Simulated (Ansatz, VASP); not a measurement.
# Cross-check of Tl (Thallium) between VASP and Ansatz

One calculation is typed for both programs; each brings its own data sets. How far apart do they land? The cell is taken from a series of runs on this material, whose earlier steps may have relaxed, scaled, displaced or heated it; both programs get it as it stands.

Calculated with Ansatz 0.2.0; plane waves, with VASP 6.6.1 beside it; relaxation of cell and atoms at PBE.

**1. Starting point**

It takes space group P6_3/mmc (No. 194, hexagonal). The conventional cell has a = 3.567 Å, b = 3.567 Å, c = 5.682 Å, α = 90.00°, β = 90.00°, γ = 120.00°. Tl has 12 Tl at 3.51 to 3.57 Å nearest.

Structure file:

```xyz
2
Lattice="3.5674 0.0000 0.0000 -1.7837 3.0895 0.0000 0.0000 0.0000 5.6816" Properties=species:S:1:pos:R:3 pbc="T T T"
Tl    0.0000    2.0597    1.4204
Tl    1.7837    1.0298    4.2612
```

**2. VASP: relaxation of cell and atoms, PBE, pair 1**

The relaxed volume is the usual yardstick between codes: in a stiff, nearly cubic crystal its relative difference is about their pressure difference at one cell divided by the bulk modulus.

Lines of VASP's logs that name or quote its potential files are left out, and so is its time.

INCAR reads:

```
SYSTEM = Tl
PREC = Accurate
ENCUT = 500
EDIFF = 1E-07
NELM = 120
ISMEAR = 1
SIGMA = 0.2
LREAL = .FALSE.
ALGO = Normal
GGA = PE
NBANDS = 19
LORBIT = 11
LWAVE = .FALSE.
LCHARG = .FALSE.
ISIF = 3
IBRION = 2
NSW = 80
EDIFFG = -0.005
LASPH = .TRUE.
GGA_COMPAT = .FALSE.
NELMIN = 4
```

POSCAR reads:

```
Tl
1.0
    3.5674280000      0.0000000000      0.0000000000
   -1.7837140000      3.0894840000      0.0000000000
    0.0000000000      0.0000000000      5.6816230000
Tl
2
Direct
    0.3333333333      0.6666666667      0.2500000440
    0.6666666667      0.3333333333      0.7499999560
```

KPOINTS reads:

```
Automatic mesh
0
Gamma
9 9 6
0 0 0
```

Potentials, in the order of the species: Tl_d (PBE family, release 64).

On the command line:

```sh
mpirun -np 1 vasp_std
```

Numbers of over 12 decimals in the logs are rounded to 6 here.

Log:

```text
[banner, memory and clock lines left out]
running    1 mpi-ranks, on    1 nodes
 distrk:  each k-point on    1 cores,    1 groups
 distr:  one band on    1 cores,    1 groups

 POSCAR found type information on POSCAR Tl
 POSCAR found :  1 types and       2 ions
 LDA part: xc-table for (Slater+PW92), standard interpolation
 POSCAR, INCAR and KPOINTS ok, starting setup
 FFT: planning ... GRIDC
 FFT: planning ... GRID_SOFT
 FFT: planning ... GRID
 WAVECAR not read
 entering main loop
       N       E                     dE             d eps       ncg     rms          rms(c)
DAV:   1     0.123007187855E+03    0.12301E+03   -0.13768E+04  1824   0.123E+03
DAV:   2    -0.228154898631E+01   -0.12529E+03   -0.12334E+03  1953   0.269E+02
DAV:   3    -0.449626802686E+01   -0.22147E+01   -0.22068E+01  2070   0.317E+01
DAV:   4    -0.451069989282E+01   -0.14432E-01   -0.14429E-01  1948   0.275E+00
DAV:   5    -0.451091730409E+01   -0.21741E-03   -0.21741E-03  2040   0.333E-01    0.231E+00
DAV:   6    -0.447487816649E+01    0.36039E-01   -0.67408E-02  1908   0.199E+00    0.167E+00
DAV:   7    -0.446895412483E+01    0.59240E-02   -0.27434E-02  1902   0.127E+00    0.653E-01
DAV:   8    -0.446862968361E+01    0.32444E-03   -0.17337E-03  1917   0.315E-01    0.340E-02
DAV:   9    -0.446863733632E+01   -0.76527E-05   -0.14461E-05  2004   0.318E-02    0.135E-02
DAV:  10    -0.446864330663E+01   -0.59703E-05   -0.56516E-06  1942   0.192E-02    0.960E-04
DAV:  11    -0.446864342472E+01   -0.11809E-06   -0.17808E-07  1596   0.269E-03    0.536E-04
DAV:  12    -0.446864347144E+01   -0.46723E-07   -0.23795E-08  1017   0.121E-03
   1 F= -.44686435E+01 E0= -.44695116E+01  d E =-.446864E+01
 curvature:   0.00 expect dE= 0.000E+00 dE for cont linesearch  0.000E+00
 trial: gam= 0.00000 g(F)=  0.305E-41 g(S)=  0.683E-04 ort = 0.000E+00 (trialstep = 0.100E+01)
 search vector abs. value=  0.683E-04
 bond charge predicted
       N       E                     dE             d eps       ncg     rms          rms(c)
DAV:   1    -0.446976280317E+01   -0.11194E-02   -0.22161E-02  1893   0.118E+00    0.187E-01
DAV:   2    -0.446883871607E+01    0.92409E-03   -0.18127E-03  1857   0.335E-01    0.633E-02
DAV:   3    -0.446869537371E+01    0.14334E-03   -0.39523E-04  1884   0.160E-01    0.453E-02
DAV:   4    -0.446868961870E+01    0.57550E-05   -0.27500E-05  1898   0.393E-02    0.423E-03
DAV:   5    -0.446868894145E+01    0.67725E-06   -0.51343E-06  1926   0.179E-02    0.325E-03
DAV:   6    -0.446868903272E+01   -0.91268E-07   -0.11081E-07  1158   0.256E-03
   2 F= -.44686890E+01 E0= -.44695211E+01  d E =-.455613E-04
 trial-energy change:   -0.000046  1 .order   -0.000043   -0.000068   -0.000018
 step:   1.2649(harm=  1.3599)  dis= 0.00000  next Energy=    -4.468691 (dE=-0.480E-04)
 bond charge predicted
       N       E                     dE             d eps       ncg     rms          rms(c)
DAV:   1    -0.446876870977E+01   -0.79768E-04   -0.15665E-03  1902   0.314E-01    0.497E-02
DAV:   2    -0.446870284252E+01    0.65867E-04   -0.12709E-04  1857   0.886E-02    0.168E-02
DAV:   3    -0.446869294086E+01    0.99017E-05   -0.27807E-05  1884   0.424E-02    0.120E-02
DAV:   4    -0.446869341553E+01   -0.47467E-06   -0.19267E-06  1895   0.104E-02    0.111E-03
DAV:   5    -0.446869333285E+01    0.82674E-07   -0.36288E-07  1740   0.478E-03
   3 F= -.44686933E+01 E0= -.44695159E+01  d E =-.498614E-04
 curvature:  -0.63 expect dE=-0.355E-05 dE for cont linesearch -0.492E-06
 trial: gam=-0.02461 g(F)=  0.290E-41 g(S)=  0.561E-05 ort = 0.729E-05 (trialstep = 0.105E+01)
 search vector abs. value=  0.529E-05
 reached required accuracy - stopping structural energy minimisation
```

OUTCAR, selected parts (step 2):

```text
ion  position               nearest neighbor table
   1  0.333  0.667  0.250-   2 3.51   2 3.51   2 3.51   2 3.51   2 3.51   2 3.51
   2  0.667  0.333  0.750-   1 3.51   1 3.51   1 3.51   1 3.51   1 3.51   1 3.51

  LATTYP: Found a hexagonal cell.
 ALAT       =     3.5674280000
 C/A-ratio  =     1.5926384499

 Subroutine GETGRP returns: Found 24 space group operations
 (whereof 12 operations were pure point group operations)

The static configuration has the point symmetry D_3d.
 The point group associated with its full space group is D_6h.

 Found     48 irreducible k-points:

   k-points           NKPTS =     48   k-points in BZ     NKDIM =     48   number of bands    NBANDS=     19

   dimension x,y,z NGX =    28 NGY =   28 NGZ =   42
   dimension x,y,z NGXF=    56 NGYF=   56 NGZF=   84

   ENCUT  =  500.0 eV  36.75 Ry    6.06 a.u.   6.50  6.50 10.36*2*pi/ulx,y,z

   NELECT =      26.0000    total number of electrons

 k-points in reciprocal lattice and weights: Automatic mesh
   0.00000000  0.00000000  0.00000000       0.002
   0.11111111  0.00000000  0.00000000       0.012
   0.22222222  0.00000000  0.00000000       0.012
   0.33333333  0.00000000  0.00000000       0.012
   0.44444444  0.00000000  0.00000000       0.012
   0.11111111  0.11111111  0.00000000       0.012
   0.22222222  0.11111111  0.00000000       0.025
   0.33333333  0.11111111  0.00000000       0.025
   0.44444444  0.11111111  0.00000000       0.012
[...]
0.33333333  0.22222222  0.50000000       0.025
   0.33333333  0.33333333  0.50000000       0.004

 average (electrostatic) potential at core
       1 -83.8995       2 -83.8995

 E-fermi :   5.7966

 k-point     1 :       0.0000    0.0000    0.0000
  band No.  band energies     occupation
    ...
      9      -5.4154      2.00000
     10      -5.4154      2.00000
     11      -3.7847      2.00000
     12       0.5783      2.00000
     13       3.2125      2.00000
     14      13.0334      0.00000
     15      13.0334      0.00000
     16      14.9405      0.00000
     17      14.9405      0.00000
     18      15.7224      0.00000
    ...

 k-point     2 :       0.1111    0.0000    0.0000
  band No.  band energies     occupation
    ...
      9      -5.4516      2.00000
     10      -5.4079      2.00000
     11      -3.5705      2.00000
     12       0.7187      2.00000
     13       3.4809      2.00000
     14      10.9556      0.00000
     15      12.1922      0.00000
     16      13.5110      0.00000
     17      15.2681      0.00000
     18      15.5375      0.00000
    ...

 k-point     3 :       0.2222    0.0000    0.0000
  band No.  band energies     occupation
    ...
      9      -5.5285      2.00000
     10      -5.3930      2.00000
     11      -2.9176      2.00000
     12       1.1336      2.00000
     13       4.2483      2.00000
     14       8.0367     -0.00000
     15      10.9431      0.00000
     16      11.2442      0.00000
     17      13.7351      0.00000
     18      14.5054      0.00000
    ...

  Total        0.0082094      0.0082094     -0.0098858     -0.0000000      0.0000000      0.0000000
  in kB        0.2105201      0.2105202     -0.2535094     -0.0000000      0.0000000      0.0000000
  external PRESSURE =       0.0558437 kB  Pullay stress =       0.0000000 kB

  energy-cutoff  :      500.00
  volume of cell :       62.48
      direct lattice vectors                 reciprocal lattice vectors
     3.566125126  0.000000000  0.000000000     0.280416408  0.161898451 -0.000000000
    -1.783062563  3.088355677  0.000000000     0.000000000  0.323796902 -0.000000000
     0.000000000  0.000000000  5.672877331     0.000000000 -0.000000000  0.176277388

 POSITION                                       TOTAL-FORCE (eV/Angst)
 -----------------------------------------------------------------------------------
     -0.00000      2.05890      1.41822        -0.000000      0.000000      0.000000
      1.78306      1.02945      4.25466         0.000000     -0.000000     -0.000000
 -----------------------------------------------------------------------------------
    total drift:                                0.000078     -0.000045      0.000103

  FREE ENERGIE OF THE ION-ELECTRON SYSTEM (eV)
  ---------------------------------------------------
  free  energy   TOTEN  =        -4.4686933329 eV

  energy  without entropy=       -4.4711611554  energy(sigma->0) =       -4.46951594

 reached required accuracy - stopping structural energy minimisation

 total charge
# of ion       s       p       d       tot
------------------------------------------
    1        1.189   0.358   9.638  11.184
    2        1.189   0.358   9.638  11.184
--------------------------------------------------
tot          2.377   0.716  19.275  22.368

[... 3 further parts left out ...]
```

CONTCAR:

```
Tl
   1.00000000000000
     3.5661251258003199    0.0000000000000000    0.0000000000000000
    -1.7830625629001600    3.0883556770498943    0.0000000000000000
     0.0000000000000000    0.0000000000000000    5.6728773309389302
  Tl
     2
Direct
     0.3333333332999970    0.6666666667000030    0.2500000439999965
     0.6666666667000030    0.3333333332999970    0.7499999560000035
```

The k-mesh is coarse for a metal. The run keeps the 24 symmetry operations of its start, so it cannot find a distortion of lower symmetry.

**3. Ansatz: relaxation of cell and atoms, PBE, pair 1**

Ansatz runs on its PAW soft_1 files.

The same cell, functional, mesh and smearing now go to Ansatz, which takes its cutoff from its data sets.

input.yaml reads:

```yaml
crystal:
  lattice:
    - [3.5674283165, 0.0, 0.0]
    - [-1.7837141583, 3.0894835482, 0.0]
    - [0.0, 0.0, 5.6816226255]
  atoms:
    - { symbol: Tl, position: [0.3333333333, 0.6666666667, 0.25] }
    - { symbol: Tl, position: [0.6666666667, 0.3333333333, 0.75] }
kpoints:
  mp_grid: { grid: [9, 9, 6] }
hamiltonian:
  xc: pbe
  pseudopotentials: { kind: paw, azcp: { folder: soft_1 } }
scf:
  occupations: { method: methfessel_paxton, width: 0.2 }
output:
  forces: true
  stress: true
  eigenvalues: true
relax:
  adjacent_minimum: "off"
  f_tol: 0.001
  max_steps: 60
  cell: { stress_tol: 0.01 }
```

On the command line:

```sh
ansatz run input.yaml --threads 16 --pin off --max-ram 92160MiB --backend cuda --events-out ev --progress --plain --runs-dir out --max-vram 78GiB
```

Log:

```text
Engine: ansatz 0.2.0, aarch64-unknown-linux-gnu
Pseudopotentials: kind: paw
Pseudopotential: Tl, paw, valence charge 13, recommended cutoff 420 eV (normal), soft_1/Tl.paw.azcp
Functional definition: PBE
  parameter kappa = 0.804
  parameter beta = 0.066725
  exchange = pbe_x(kappa = kappa, mu = beta*pi^2/3)
  correlation = pbe_c(beta = beta)
[...]
Crystal: 2 atoms, lattice volume = 62.620 Å³
Basis set: ecut = 420 eV, 1225 PW (Γ), exchange–correlation on 48×48×80 points (8 copies of the dense FFT grid, shifted against one another)
Bands: 17, of which v1, the nominal top of the filled ones, is band 13 counted from 1 (12 counted from 0)
Symmetry: 24 space group operations
Space group: P63/mmc (ITA 194), of the structure as read, at distance tolerance 4.0e-5 Å
k-points: 48 of 486
Non-local potential: Tl, projectors of the file, l = 0: 2, l = 1: 2, l = 2: 2, l = 3: 1
PAW form: soft (Blöchl's): semilocal exchange-correlation on the pseudo side does not see the compensation charge
PAW one-centre angular grid: Tl, 590 points (default); XC on 64 Gauss nodes
Initial density: superposition of atomic densities (chi_scale 0.1, normalization cell)
Initial wavefunctions: pseudopotential atomic-orbital guess
[...]
Functional: x = pbe(κ = 0.804, μ = 0.219515), c = pbe(β = 0.066725)
SCF iter   1: F=—  HF=-22892.704464 eV  |F-HF|=—  |Δ(HF+E_count)|=         —  Δρ=1.09e-2  dr2=1.19e-1  ethr=3.10e-3  ⟨swp⟩=5.3  Hψ=3708  notcnv=0
preconditioner: auto → Resta (q_TF=auto, 2.357 Å⁻¹)  ε∞=4.3  [insulator: Δε(μ)=0.138 eV  Ē_g=13.158 eV  σ=0.200 eV  W_gap=0.53  n_scr=22 (ndim 8)  ℏωp=23.9 eV  f_vac=0.000  D(μ)=0.60/eV (n_scr^D=2)  ε∞_Penn≈4.3]
SCF iter   2: F=—  HF=-22892.664137 eV  |F-HF|=—  |Δ(HF+E_count)|=   4.03e-2  S|Δr|=    0.00e0  Δρ=5.22e-3  dr2=2.51e-2  ethr=4.58e-4  ⟨swp⟩=2.0  Hψ=1758  notcnv=0
[...]
SCF iter   6: F=-22892.658501 eV  HF=-22892.658501 eV  |F-HF|=1.98e-8  |Δ(HF+E_count)|=   2.64e-7  S|Δr|=    0.00e0  Δρ=4.91e-6  dr2=1.22e-8  ethr=3.85e-10  ⟨swp⟩=5.2  Hψ=4875  notcnv=0
SCF 1 converged in 6 iterations: F = -22892.658501 eV  dr2 = 1.22e-8
  greatest PAW one-centre occupation: 0.963 electrons in one spin orbital (limit 2), on the Tl atom at site 0 (counted from 0), in its partial waves of l = 2
relax step   1: F+E_penalty+E_count = -22892.65850063 eV  Δ(F+E_penalty+E_count) = +0.000e0 eV  max|allowed force component| = 4.337e-17 eV/Å  Δτ_max = 0.0000 Å  P = -0.009 GPa  Ω = 62.620 Å³  (6 SCF iters, dr2 threshold 1.00e-7 eV, accepted)
[...]
relax step   2: F+E_penalty+E_count = -22892.65852499 eV  Δ(F+E_penalty+E_count) = -2.436e-5 eV  max|allowed force component| = 5.435e-17 eV/Å  Δτ_max = 0.0000 Å  P = +0.001 GPa  Ω = 62.605 Å³  energy of the carried Pulay correction = +1.362e-6 eV  (3 SCF iters, dr2 threshold 1.32e-8 eV, accepted)
[...]
relax step   3: F+E_penalty+E_count = -22892.65853402 eV  Δ(F+E_penalty+E_count) = -9.031e-6 eV  max|allowed force component| = 1.850e-17 eV/Å  Δτ_max = 0.0000 Å  P = -0.007 GPa  Ω = 62.637 Å³  energy of the carried Pulay correction = -1.697e-6 eV  (4 SCF iters, dr2 threshold 3.26e-9 eV, accepted)
[...]
relax step   4: F+E_penalty+E_count = -22892.65853782 eV  Δ(F+E_penalty+E_count) = -3.799e-6 eV  max|allowed force component| = 1.966e-17 eV/Å  Δτ_max = 0.0000 Å  P = -0.007 GPa  Ω = 62.637 Å³  stress off target by 7.19e-3 GPa  SCF on the basis re-selected at this cell (its energy is not comparable with the rows above)  (5 SCF iters)
basis re-selected at this cell: Δ(F+E_penalty+E_count) = -3.799e-6 eV, ΔP = +0.000 GPa vs the last step (what re-selecting the basis moved, of the pressure what is left beyond the Pulay correction that the steps carried, after the strain that the cell walked since its last selection, with what the two solves' SCF thresholds leave and, on support functions, any second-order correction that the steps lacked; it is no m [...]
SCF converged after 5 iterations
Stability not checked: this state was not tested for a lower state beside it, because cold or Methfessel-Paxton smearing, or corrected tetrahedra, fill the levels in a way that the test cannot read (fill_not_monotonic; see scf.lower_state_search)
Free energy (F): -22892.658538 eV
Harris-Foulkes:  -22892.658538 eV  (|F-HF|=3.64e-12)
Internal energy: -22892.660732 eV  (E = F + TS)
E sigma→0 (E₀):  -22892.659086 eV
Entropy (-TS):   0.002195 eV (1.097 meV/atom)
Fermi energy:    9.464918 eV
--- Per-component energies (eV) ---
  E_band       = -9.148767
  E_kinetic    = 531.979281
  E_local      = -1720.873983  (includes V_loc(G=0)·N_el)
  E_nonlocal   = 629.873733
  E_hartree    = 637.668202
  E_xc         = -371.865127
  E_vxc        = -246.423961  (∫ρ·V_xc dr)
  E_paw        = -20369.939202  (= ΣΔE_a)
  E_vpaw       = -479.040165  (= ΣTr[D̂ρ^β])
  E_aug_tail   = -0.000087  (compensation charges beyond the density's cutoff)
  E_ewald      = -2229.503550
  E_smearing   = 0.002195  (= −TS)
  E_closure    = 0.000000  (closes the sum)
  Σ components = -22892.658538   (vs F -22892.658538, Δ=0.00e0)
--- Forces (eV/Å), atoms counted from 1 ---
  atom   1  Tl    -0.00000000     0.00000000     0.00000000
  atom   2  Tl     0.00000000    -0.00000000     0.00000000
  max |Σ_I F_I| component: 9.25e-18 eV/Å
--- Stress (GPa, compression-positive) ---
       -0.007193       0.000000       0.000000
        0.000000      -0.007193       0.000000
        0.000000       0.000000      -0.006504
  P = ⅓ Tr σ = -0.0070 GPa (-0.070 kbar)
--- Band table (eV; the first three rows and the last of 48) ---
  k-point 0: bands = [... 9 lower, -1.7489, -0.1030, 4.2613, 6.8936, 16.6663, 16.6663, 18.5708, 18.5708]
  k-point 1: bands = [... 9 lower, -1.7573, 0.0389, 3.4493, 7.9914, 16.7807, 16.7807, 17.8788, 18.4421]
  k-point 2: bands = [... 9 lower, -1.7860, 0.4741, 2.2342, 10.0610, 15.1579, 17.1055, 17.1055, 18.0768]
  k-point 47: bands = [... 9 lower, -1.7397, 5.1028, 5.1028, 8.5870, 8.5870, 9.6376, 9.6376, 16.5398]
--- Relaxed structure (3 steps of the walk, 3 accepted, 1 SCFs on fresh bases) ---
  F+E_penalty+E_count = -22892.65853782 eV   max|allowed force component| = 1.966e-17 eV/Å   (the final SCF, on the basis selected at the relaxed cell)
  cell:  # Å, volume = 62.6373 Å³
    - [3.571263, 2.889863706014024e-11, 0.0]
    - [-1.785632, 3.092805, 0.0]
    - [0.0, 0.0, 5.670992]
  atoms:
    - { symbol: Tl, position: [0.333333, 0.666667, 0.25] }
    - { symbol: Tl, position: [0.666667, 0.333333, 0.750000] }
```

The column dr2 measures how far the density is from self-consistency, as an energy; F and HF (Harris–Foulkes) agree once it is small.

[end of part 1 of 2]

[Lines on the potential files, build, host, timing and source positions are cut from VASP's logs without a mark.]

[Logs are printed without paths, hosts, clocks, repeated set-up lines and the standing remarks that a program may print on its own settings, such as how far it seeks lower states.]

[Hosts, paths, dates, database ids (printed as entryN), source tags and the programs' standing remarks are cut or masked in the printed files.]
